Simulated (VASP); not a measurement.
An input for Ansatz (written as the equivalent of a VASP run, and not itself run):

Ansatz 0.2 input:
```yaml
crystal:
  lattice:
    - [-1.5472820, 1.5472820, 3.3561710]
    - [1.5472820, -1.5472820, 3.3561710]
    - [1.5472820, 1.5472820, -3.3561710]
  atoms:
    - { symbol: Be, position: [0.7500000, 0.2500000, 0.5000000] }
    - { symbol: Be, position: [0.2500000, 0.7500000, 0.5000000] }
    - { symbol: Be, position: [0.5000000, 0.5000000, 0.0000000] }
    - { symbol: Ni, position: [0.0000000, 0.0000000, 0.0000000] }
kpoints:
  mp_grid: { grid: [16, 16, 16] }
hamiltonian:
  xc: lda
  pseudopotentials: { kind: paw }
scf:
  occupations: { method: gaussian, width: 0.05 }
  max_iter: 100
output: { forces: true, stress: true, eigenvalues: true }
```

Question: Write the VASP files for the same calculation (LDA).

Answer: Several could match; the one computed here: 
### KPOINTS
```
Automatic mesh
0
Gamma
16 16 16
0 0 0
```

INCAR:
```
ALGO = Normal
EDIFF = 1E-6
ENCUT = 300
ISIF = 2
ISMEAR = 0
LASPH = .True.
LCHARG = .False.
LMAXMIX = 4
LREAL = .False.
LWAVE = .False.
NELM = 100
PREC = Accurate
SIGMA = 0.05
SYSTEM = Be3Ni
```

POSCAR:
```
Be3Ni
1
   -1.5472820000     1.5472820000     3.3561710000
    1.5472820000    -1.5472820000     3.3561710000
    1.5472820000     1.5472820000    -3.3561710000
Be Ni
3 1
Direct
  0.7500000000   0.2500000000   0.5000000000
  0.2500000000   0.7500000000   0.5000000000
  0.5000000000   0.5000000000   0.0000000000
  0.0000000000   0.0000000000   0.0000000000
```

POTCAR, in this order: Be Ni (LDA.64 set). Program: vasp_std.

Limits of the translation: each code has its own PAW files, so the cut-off isn't converted (ENCUT is set for VASP's; basis.ecutwfc is left out, and Ansatz then takes the one that its files recommend); Ansatz stops its SCF on the density residual and VASP on the energy change (EDIFF); Ansatz's lda is the Perdew-Wang form, while the LDA potentials of VASP carry Perdew-Zunger's.

The structure comes from a computed database's Be3Ni entry (I4/mmm); how it stands against other phases isn't given here. The cell was not relaxed at this level. The run is one of a series of settings (GGA removed, POTCAR Be Ni (LDA.64 set) against the base run), some of them coarse on purpose.
